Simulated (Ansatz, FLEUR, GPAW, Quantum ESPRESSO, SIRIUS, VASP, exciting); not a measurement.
GaGe: programs and potentials compared

```
Ge Ga
1.0
     0.00000    2.89784    2.89784
     2.89784    0.00000    2.89784
     2.89784    2.89784    0.00000
Ge Ga
1 1
Direct
  0.00000 0.00000 0.00000
  0.25000 0.25000 0.25000
```

The cell comes from a database or a generator and needn't be the stable form of this composition.

Alike in all runs: task equation of state; functional PBEsol; k mesh 8 × 8 × 8; occupations fermi-dirac, width 0.05 eV; no spin polarisation; no spin-orbit coupling.

```json
{"program and potentials": "Ansatz, all-electron LAPW, scalar-relativistic", "plane-wave cutoff (eV)": "-", "notes": "-", "equilibrium volume (Å³/atom)": "23.21", "bulk modulus (GPa)": "56.4"}
{"program and potentials": "SIRIUS, PseudoDojo 0.4.1 PBEsol standard (scalar relativistic)", "plane-wave cutoff (eV)": "1102", "notes": "-", "equilibrium volume (Å³/atom)": "23.24", "bulk modulus (GPa)": "56.3"}
{"program and potentials": "Quantum ESPRESSO, GBRV 1.5 PBEsol", "plane-wave cutoff (eV)": "762", "notes": "-", "equilibrium volume (Å³/atom)": "23.21", "bulk modulus (GPa)": "56.4"}
{"program and potentials": "GPAW, PAW data sets generated for this functional", "plane-wave cutoff (eV)": "600", "notes": "-", "equilibrium volume (Å³/atom)": "23.53", "bulk modulus (GPa)": "56.8"}
{"program and potentials": "exciting, all-electron LAPW+lo, shipped species files, valence relativity iora*", "plane-wave cutoff (eV)": "-", "notes": "-", "equilibrium volume (Å³/atom)": "23.22", "bulk modulus (GPa)": "58.9"}
{"program and potentials": "FLEUR, all-electron, FLAPW", "plane-wave cutoff (eV)": "-", "notes": "-", "equilibrium volume (Å³/atom)": "23.21", "bulk modulus (GPa)": "57.1"}
{"program and potentials": "VASP, PBE PAW files Ga_d, Ge_d, 520 eV", "plane-wave cutoff (eV)": "520", "notes": "potentials made for PBE", "equilibrium volume (Å³/atom)": "23.21", "bulk modulus (GPa)": "56.4"}
```

The equilibrium volume spans 23.21 (FLEUR, all-electron, FLAPW) to 23.53 Å³/atom (GPAW, PAW data sets generated for this functional), with all-electron results at 23.21 to 23.22. The bulk modulus spans 56.3 (SIRIUS, PseudoDojo 0.4.1 PBEsol standard (scalar relativistic)) to 58.9 GPa (exciting, all-electron LAPW+lo, shipped species files, valence relativity iora*), with all-electron results at 56.4 to 58.9. The bulk modulus of exciting, all-electron LAPW+lo, shipped species files, valence relativity iora* lies far from the others; the cause wasn't traced.

Differences between rows come from potentials, basis sets and numerical settings, since the functional is the same but for its coding. Runs on potential files found faulty are left out.
